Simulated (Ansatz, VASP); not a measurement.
# One calculation of Ge2Sb, two programs

```xyz
3
Lattice="0.0000 3.3576 3.3576 3.3576 0.0000 3.3576 3.3576 3.3576 0.0000" Properties=species:S:1:pos:R:3 pbc="T T T"
Ge    1.6788    1.6788    1.6788
Ge    3.3576    3.3576    3.3576
Sb    0.0000    0.0000    0.0000
```

Alike in both runs: task single point; functional PBE; k mesh 4 × 4 × 4; occupations gaussian, width 0.1 eV; no spin polarisation.

```csv
,VASP,Ansatz
version,VASP 6.6.1,Ansatz 0.2.0
potentials or method,"VASP PAW PBE potentials, release 64 (Ge_d, Sb)","scalar-relativistic, plane waves, PAW"
plane-wave cutoff (eV),520,420
valence electrons in the cell,33,43
```

|  | VASP | Ansatz | Ansatz less VASP |
| --- | --- | --- | --- |
| gap on the k mesh at the Fermi level (eV) | none | none | - |
| pressure (GPa) | 1.2 | 1.2 | -0.07 |

A gap of «none» marks a metal or a gap that the smearing closes. With one functional, cell and mesh, what is left measures potentials, basis and numerics. The two sets of potentials don't hold the same shells in valence.

Caveats: the k mesh is coarse (spacing up to 0.41 Å⁻¹), so the values aren't converged. Spin-orbit coupling is left out, which matters for the levels of Sb.
